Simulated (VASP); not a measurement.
A convergence study with VASP on Ta (bcc): one setting is varied, all else stays as given below, so the limit is that of these other settings. Each run relaxes cell and ions from the cell shown.

```
CELL_PARAMETERS angstrom
     -1.65000     1.65000     1.65000
      1.65000    -1.65000     1.65000
      1.65000     1.65000    -1.65000
ATOMIC_POSITIONS crystal
  Ta 0.00000 0.00000 0.00000
```

Method: LDA (Ceperley-Alder, Perdew-Zunger), VASP's LDA PAW potentials (set 64) (plane waves; VASP). The tightest run used: 550 eV cut-off, 20×20×20 Γ-centred mesh, first-order Methfessel-Paxton smearing of 0.10 eV, potentials Ta_pv.

```tsv
setting	relaxed volume (Å³/atom)	E (eV/atom)	irreducible k-points
2×2×2 mesh	15.057	-13.9768	3
3×3×3 mesh	17.311	-12.9757	4
4×4×4 mesh	17.414	-12.9067	8
5×5×5 mesh	17.254	-12.7358	10
6×6×6 mesh	17.101	-12.7366	16
7×7×7 mesh	17.451	-12.8427	20
8×8×8 mesh	17.191	-12.8660	29
9×9×9 mesh	17.188	-12.8158	35
10×10×10 mesh	17.455	-12.8101	47
```

These are the cheaper rows. Estimate the results at 20×20×20 mesh, and how far the last row shown lies from them.

```
quantity                  tightest run  last row shown is off by
------------------------  ------------  ------------------------
relaxed volume (Å³/atom)        17.294                     0.161
E (eV/atom)                   -12.8280                    0.0178
```

VASP warned of too few bands at 2×2×2 mesh.

Left out are rungs that failed or repeat a setting and relaxations that didn't move; long series are thinned to 24 rows.

The compound is Ta in the bcc structure. VASP warned that the highest band is occupied, so more bands are needed.
